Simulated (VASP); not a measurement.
```cif
data_AsB
_chemical_formula_sum 'B1 As1'
_space_group_name_H-M_alt 'P 1'
_space_group_IT_number 1
_cell_length_a 3.37701
_cell_length_b 3.37701
_cell_length_c 3.37701
_cell_angle_alpha 60.000
_cell_angle_beta 60.000
_cell_angle_gamma 60.000
loop_
_space_group_symop_operation_xyz
  'x, y, z'
loop_
_atom_site_label
_atom_site_type_symbol
_atom_site_fract_x
_atom_site_fract_y
_atom_site_fract_z
_atom_site_occupancy
B1 B 0.00000 0.00000 0.00000 1
As1 As 0.25000 0.25000 0.25000 1
```

Calculation: AM05 GGA, VASP's PBE PAW potentials (set 64) (plane waves; VASP 6.6.1). Settings: 520 eV cut-off, 10×10×10 Γ-centred mesh, Gaussian smearing of 0.050 eV, potentials B As.

Q: Give the energy at these volumes per atom, relative to the lowest: 12.80, 13.20, 13.61, 14.02, 14.43 Å³.

A: 24.0, 5.7, 0.0, 5.0, 19.2 meV/atom. A third-order Birch-Murnaghan fit gives B0 = 140 GPa and B0′ = 4.1.

Measured: bulk modulus 142 GPa (computed value off by -1.5 %), as given by PMC11618452 (zinc blende boron arsenide), quoting Tian et al.; a 4.777 Å (computed value off by -0.0 %), as given by M J Lucero et al., Journal of Physics Condensed Matter (2012), arXiv:1111.4515. The calculation is for a static lattice, while the measured bulk modulus, a hold thermal and zero-point effects, which are part of the difference.

The compound is BAs in the zinc blende structure. It was relaxed first.
